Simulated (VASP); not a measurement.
Output of a VASP run:

OSZICAR:
```
       N       E                     dE             d eps       ncg     rms          rms(c)
DAV:   1     0.884468597104E+02    0.88447E+02   -0.99039E+03   982   0.240E+03
DAV:   2    -0.665469160833E+01   -0.95102E+02   -0.89886E+02  1030   0.358E+02
DAV:   3    -0.139099310573E+02   -0.72552E+01   -0.72107E+01  1030   0.892E+01
DAV:   4    -0.140312217916E+02   -0.12129E+00   -0.12122E+00  1061   0.126E+01
DAV:   5    -0.140334153680E+02   -0.21936E-02   -0.21935E-02   969   0.150E+00    0.749E+00
DAV:   6    -0.121400969934E+02    0.18933E+01   -0.60824E+00  1390   0.464E+01    0.270E+00
DAV:   7    -0.121431650853E+02   -0.30681E-02   -0.32346E-01   915   0.834E+00    0.175E+00
DAV:   8    -0.121404490455E+02    0.27160E-02   -0.87252E-02  1041   0.429E+00
   1 F= -.12140449E+02 E0= -.12140449E+02  d E =-.458561E-17
```

File OUTCAR:
```
------------------------ aborting loop because EDIFF is reached ----------------------------------------
  FORCE on cell =-STRESS in cart. coord.  units (eV):
  Direction    XX          YY          ZZ          XY          YZ          ZX
  --------------------------------------------------------------------------------------
  Total       -4.0439995     -4.0439995     -4.0439995     -0.0000000     -0.0000000      0.0000000
  in kB     -264.4635659   -264.4635659   -264.4635659     -0.0000000     -0.0000000      0.0000000
  external PRESSURE =    -264.4635659 kB  Pullay stress =       0.0000000 kB
  volume of cell :       24.50
      direct lattice vectors                 reciprocal lattice vectors
     0.000000000  2.305200000  2.305200000    -0.216900920  0.216900920  0.216900920
     2.305200000  0.000000000  2.305200000     0.216900920 -0.216900920  0.216900920
     2.305200000  2.305200000  0.000000000     0.216900920  0.216900920 -0.216900920
  FREE ENERGIE OF THE ION-ELECTRON SYSTEM (eV)
  ---------------------------------------------------
  free  energy   TOTEN  =       -12.1404490455 eV

  energy  without entropy=      -12.1404490455  energy(sigma->0) =      -12.14044905
```
(Selected blocks of OUTCAR.)

File POSCAR:
```
GaN
1
    0.0000000000     2.3052000000     2.3052000000
    2.3052000000     0.0000000000     2.3052000000
    2.3052000000     2.3052000000     0.0000000000
Ga N
1 1
Direct
  0.0000000000   0.0000000000   0.0000000000
  0.2500000000   0.2500000000   0.2500000000
```

**Question.** Reconstruct the remaining input files.

**Answer.** One answer among several that fit: the input of the run itself, PBE GGA, plane waves, VASP's PBE PAW potentials (set 64).

### KPOINTS
```
kpoints
0
gamma
  9 9 9
```

INCAR:
```
GGA  =  PE   ! PBE
SYSTEM  =  GaN
NELM  =  100
ISMEAR  =  0   ! Gaussian
LCHARG  =  F
LREAL  =  F   ! projection in real space or not
ALGO  =  Normal   ! blocked Davidson
LMAXMIX  =  4
LWAVE  =  F
ENCUT  =  520   ! plane-wave cut-off (eV)
SIGMA  =  0.05   ! width (eV)
LASPH  =  T   ! aspherical one-centre terms
PREC  =  Accurate
EDIFF  =  1E-2   ! SCF stop (eV)
ISIF  =  2
```

POTCAR, in this order: Ga_d N (PBE.64 set). Program: vasp_std.

The compound is GaN in the zinc blende structure, a metastable form; wurtzite is the usual one. The cell was not relaxed at this level. The run is one of a series of settings (EDIFF = 1E-2 against the base run), some of them coarse on purpose.
